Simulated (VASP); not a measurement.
**Ga11CuP12 (a cell with a defect): single point with PBEsol+U**

Ga11CuP12 (a cell with a defect):

```
CELL_PARAMETERS angstrom
0.00000 8.17575 8.17575
5.45050 0.00000 5.45050
5.45050 5.45050 0.00000
ATOMIC_POSITIONS crystal
Cu 0.99761 0.00071 0.00078
Ga 0.00034 0.00277 0.49858
Ga 0.99937 0.49967 0.00239
Ga 0.99913 0.49906 0.49992
Ga 0.32925 0.00128 0.00225
Ga 0.32976 0.00125 0.50138
Ga 0.32935 0.50127 0.00183
Ga 0.33175 0.49896 0.50166
Ga 0.66758 0.00032 0.00409
Ga 0.66625 0.99988 0.49822
Ga 0.66568 0.49300 0.00590
Ga 0.66621 0.49759 0.50267
P 0.07998 0.12230 0.12167
P 0.08165 0.12032 0.63751
P 0.08107 0.63673 0.12105
P 0.08166 0.62610 0.62590
P 0.41667 0.12479 0.12534
P 0.41563 0.12375 0.62685
P 0.41492 0.62520 0.12623
P 0.41578 0.62449 0.62550
P 0.75880 0.11901 0.12472
P 0.75003 0.12251 0.62751
P 0.74927 0.62360 0.12728
P 0.74908 0.62277 0.62838
```

| Property | Result |
| --- | --- |
| Program | VASP 6.6.1 |
| Task | single point |
| Functional | PBEsol |
| Potentials or basis | VASP PAW PBE potentials, release 64 (Cu, Ga_d, P) |
| Cutoff | 350 eV |
| k mesh | 2 × 2 × 2 |
| Occupations | gaussian, width 0.03 eV |
| Spin | collinear spin, zero start |
| Starting moments | [0.0, 0.0, 0.0, 0.0, 0.0, 0.0, 0.0, 0.0, 0.0, 0.0, 0.0, 0.0, 0.0, 0.0, 0.0, 0.0, 0.0, 0.0, 0.0, 0.0, 0.0, 0.0, 0.0, 0.0] μB |
| Fixed moment | 0 μB |
| Hubbard terms | Cu d U = 7 eV |
| Dq | 0 |
| Further INCAR settings | LREAL = Auto; ALGO = Normal; EDIFF = 1e-05; ISYM = 0 |

- Pressure: -1.9 GPa
- Largest force: 0.028 eV/Å
- Net moment: 0.00 μB per cell
- Valence electrons inside the program's atomic spheres: Cu 10.24; Ga 11.71, 11.70, 11.72; P 2.48, 2.52, 2.51

Forces on the atoms (eV/Å):
```
Cu  -0.011  0.004 -0.008
Ga  -0.001  0.003 -0.011
Ga  -0.007  0.017 -0.007
Ga  -0.013  0.011  0.003
Ga  -0.008 -0.003 -0.018
Ga  -0.003 -0.003 -0.001
Ga   0.007  0.010 -0.018
Ga   0.004 -0.003  0.019
Ga   0.003  0.006  0.004
Ga   0.008 -0.020  0.010
Ga  -0.002 -0.009 -0.004
Ga   0.011 -0.009  0.012
P    0.012  0.017  0.003
P   -0.015 -0.004  0.000
P   -0.008  0.002 -0.001
P   -0.008  0.011 -0.001
P   -0.018  0.001 -0.006
P    0.009 -0.004 -0.007
P    0.002  0.004  0.008
P    0.000  0.005 -0.001
P    0.014 -0.019  0.014
P    0.004 -0.001 -0.009
P    0.005 -0.016  0.010
P    0.014  0.002  0.011
```

Stress tensor (GPa, compression positive):
```
-1.54 -0.08 -0.13
-0.08 -2.05 -0.10
-0.13 -0.10 -2.01
```

Eigenvalues of the final occupation matrices:
```tsv
site	spin	trace	eigenvalues
site 1 d	1	4.69	0.92 0.92 0.95 0.95 0.95
site 1 d	2	4.69	0.92 0.92 0.95 0.95 0.95
```

Run time: 15 min on 1 thread of AMD EPYC 9R45 (Zen 5) (shared host), peak memory 0.72 GiB.

Caveat: the k mesh is coarse (spacing up to 0.50 Å⁻¹), so the values aren't converged; the cutoff is under 1.25 times the usual one of these potentials, so pressure, stress and relaxed cells hold a basis-set (Pulay) error; the PAW data sets were made with another functional, which shifts forces and pressure a little; the total moment is fixed, so each spin has its own Fermi level; the U is typed as a test and isn't derived for this compound. The state reached can hang on the start; a lower one may exist.
